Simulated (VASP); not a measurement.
An input for Ansatz (written as the equivalent of a VASP run, and not itself run):

Ansatz 0.2 input:
```yaml
crystal:
  lattice:
    - [0.0000000, 2.6399270, 2.6399270]
    - [2.6399270, 0.0000000, 2.6399270]
    - [2.6399270, 2.6399270, 0.0000000]
  atoms:
    - { symbol: Si, position: [0.2500000, 0.2500000, 0.2500000] }
    - { symbol: Si, position: [0.7500000, 0.7500000, 0.7500000] }
    - { symbol: Ni, position: [0.0000000, 0.0000000, 0.0000000] }
kpoints:
  mp_grid: { grid: [10, 10, 10] }
hamiltonian:
  xc: r2scan
  pseudopotentials: { kind: paw }
scf:
  occupations: { method: methfessel_paxton, width: 0.1 }
  max_iter: 100
output: { forces: true, stress: true, eigenvalues: true }
```

Q: Translate this input to VASP (INCAR, KPOINTS, POSCAR, choice of POTCAR).

A: Several could match; the one computed here: 
KPOINTS:
```
Automatic mesh
0
Gamma
10 10 10
0 0 0
```

**POSCAR**
```
NiSi2
1
    0.0000000000     2.6399270019     2.6399270019
    2.6399270019     0.0000000000     2.6399270019
    2.6399270019     2.6399270019     0.0000000000
Si Ni
2 1
Direct
  0.2500000000   0.2500000000   0.2500000000
  0.7500000000   0.7500000000   0.7500000000
  0.0000000000   0.0000000000   0.0000000000
```

### INCAR
```
! general
SYSTEM =NiSi2
PREC   =Accurate
ENCUT  =520
LREAL  =.FALSE.   ! projection in real space or not
LASPH  =.TRUE.   ! aspherical one-centre terms

! electronic loop
EDIFF  =1E-7   ! SCF stop (eV)
NELM   =100
ALGO   =Normal   ! blocked Davidson
LMAXMIX=4   ! l cut-off of mixed one-centre charges
LMIXTAU=.TRUE.

! smearing
ISMEAR =1   ! Methfessel-Paxton
SIGMA  =0.1

! functional
METAGGA=R2SCAN

! ions
ISIF   =2

! output
LWAVE  =.FALSE.
LCHARG =.FALSE.
```

POTCAR, in this order: Si Ni (PBE.64 set). Program: vasp_std.

The two are equivalent in intent, not identical: each code has its own PAW files, so the cut-off isn't converted (ENCUT is set for VASP's; basis.ecutwfc is left out, and Ansatz then takes the one that its files recommend); Ansatz stops its SCF on the density residual and VASP on the energy change (EDIFF).

The compound is NiSi2 in the fluorite structure. This cell is one point of a volume scan, at 0.94 of the reference volume.
